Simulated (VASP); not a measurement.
All values below come from revTPSS meta-GGA, VASP's PBE PAW potentials (set 64) (plane waves; VASP).

Input for VASP

### INCAR
```
# general
SYSTEM   =  ZnSe
PREC     =  Accurate
ENCUT    =  520
LREAL    =  .FALSE.   # projection in real space or not
LASPH    =  .TRUE.

# electronic loop
EDIFF    =  1E-7   # SCF stop (eV)
NELM     =  100   # most electronic steps
ALGO     =  Normal   # blocked Davidson
LMAXMIX  =  4   # l cut-off of mixed one-centre charges
LMIXTAU  =  .TRUE.

# smearing
ISMEAR   =  0
SIGMA    =  0.05   # width (eV)

# functional
METAGGA  =  RTPSS

# ions
ISIF     =  2   # forces and stress, cell fixed

# output
LWAVE    =  .FALSE.
LCHARG   =  .FALSE.
```

**POSCAR**
```
ZnSe
1
    0.0000000000     2.8005674725     2.8005674725
    2.8005674725     0.0000000000     2.8005674725
    2.8005674725     2.8005674725     0.0000000000
Zn Se
1 1
Direct
  0.0000000000   0.0000000000   0.0000000000
  0.2500000000   0.2500000000   0.2500000000
```

### KPOINTS
```
Automatic mesh
0
Gamma
8 8 8
0 0 0
```

POTCAR, in this order: Zn Se (PBE.64 set). Program: vasp_std.

**Question.** What does the run give for the energy per atom (σ→0), pressure, band gap (on the k-mesh)?

**Answer.** 
```json
{
  "energy per atom (σ→0)": "3.288 eV/atom",
  "band gap (on the k-mesh)": "1.63 eV",
  "pressure": "19.9 kbar"
}
```

### OSZICAR
```
...
DAV:  18     0.657648884978E+01   -0.80224E-05   -0.59436E-06   764   0.242E-02    0.967E-03
DAV:  19     0.657648717031E+01   -0.16795E-05   -0.63236E-06   814   0.581E-02    0.271E-03
DAV:  20     0.657648705739E+01   -0.11293E-06   -0.61576E-07   799   0.107E-02    0.124E-03
DAV:  21     0.657648680883E+01   -0.24855E-06   -0.13402E-07   507   0.873E-03    0.122E-03
DAV:  22     0.657648653456E+01   -0.27427E-06   -0.10537E-07   527   0.701E-03    0.143E-03
DAV:  23     0.657648671991E+01    0.18535E-06   -0.48816E-08   407   0.414E-03    0.665E-04
DAV:  24     0.657648672838E+01    0.84694E-08   -0.29838E-09   387   0.619E-04
   1 F= 0.65764867E+01 E0= 0.65764867E+01  d E =-.695898E-18
```

The compound is ZnSe in the zinc blende structure. This cell is one point of a volume scan, at 0.97 of the reference volume.
